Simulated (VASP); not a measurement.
OSZICAR of a VASP run on GaSb (zinc blende):

File OSZICAR:
```
       N       E                     dE             d eps       ncg     rms          rms(c)
DAV:   1     0.789733693422E+02    0.78973E+02   -0.87057E+03   754   0.172E+03
DAV:   2    -0.167163377009E+01   -0.80645E+02   -0.78243E+02   844   0.320E+02
DAV:   3    -0.711647805361E+01   -0.54448E+01   -0.54232E+01   914   0.731E+01
DAV:   4    -0.720741836612E+01   -0.90940E-01   -0.90905E-01   899   0.103E+01
DAV:   5    -0.720967906794E+01   -0.22607E-02   -0.22607E-02   941   0.141E+00    0.365E+00
DAV:   6    -0.715471623480E+01    0.54963E-01   -0.74648E-02  1100   0.514E+00    0.223E+00
DAV:   7    -0.713555676455E+01    0.19159E-01   -0.56391E-02   854   0.227E+00    0.361E-01
DAV:   8    -0.713650069038E+01   -0.94393E-03   -0.51413E-03   947   0.107E+00    0.108E-01
DAV:   9    -0.713697262460E+01   -0.47193E-03   -0.88922E-04   810   0.246E-01    0.478E-02
DAV:  10    -0.713696096254E+01    0.11662E-04   -0.28096E-05   969   0.447E-02    0.161E-02
DAV:  11    -0.713698529623E+01   -0.24334E-04   -0.38898E-05   809   0.467E-02    0.410E-03
DAV:  12    -0.713698568593E+01   -0.38970E-06   -0.99503E-07   725   0.110E-02
   1 F= -.39236120E+01 E0= -.39236120E+01  d E =-.392361E+01
```

Problem. Which electronic solver shows in the log?

Solution. It is blocked Davidson (ALGO = Normal, or the opening steps of other solvers). The INCAR had ALGO = Normal.

Problem. Can the final energy be trusted as converged?

Solution. Self-consistency was reached. It stopped with EDIFF = 1E-6, NELM = 100, NSW = 40 and EDIFFG = -0.02 after 1 ionic step (PBE GGA, plane waves, VASP's PBE PAW potentials (set 64)).

The compound is GaSb in the zinc blende structure. It was relaxed first under an external pressure of 10 GPa.
